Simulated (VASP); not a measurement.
Take InP (zinc blende), without spin-orbit terms, in VASP with PAW potentials, and its band gap.  The mesh is coarse and the basis finite, so the quasiparticle values are not converged.

Problem. One run gives 0.41 eV. Which level is it?
A) rev-vdW-DF2 (own cell)
B) r2SCAN (own cell)
C) Hartree-Fock (PBE cell)
D) evGW0@PBE (starting cell)

Solution. A, rev-vdW-DF2 (own cell).  The others give 1.31 (evGW0@PBE (starting cell)), 1.04 (r2SCAN (own cell)), 6.79 (Hartree-Fock (PBE cell)).

Only levels that ran to the end are used. Left out are those held back, those with too coarse a band path, GW runs whose mesh misses a band edge, hybrids' fits of cells that aren't cubic and levels without matching references; a question may draw on a part of the rest.

The compound is InP in the zinc blende structure.
